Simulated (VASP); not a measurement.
Energy against volume of C (diamond). Method: PBEsol GGA, VASP's PBE PAW potentials (set 64) (plane waves; VASP 6.6.1). Settings: 520 eV cut-off, 13×13×13 Γ-centred mesh, Gaussian smearing of 0.050 eV, potentials C.

```
V (Å³/atom)  E (eV/atom)
-----------  -----------
5.286           -9.59309
5.455           -9.61720
5.624           -9.62492
5.793           -9.61837
```

Problem. Fit these four points and predict the energy of the run at 5.961 Å³/atom.

Solution. A cubic in V^(−2/3), the third-order Birch-Murnaghan form, passes through the four points with V0 = 5.63 Å³/atom and B0 = 449 GPa, and gives -9.5995 eV/atom there. The run gave -9.5994 eV/atom, +0.1 meV/atom from the fit; all five points give B0 = 450 GPa.

The compound is C in the diamond structure. It was relaxed first.
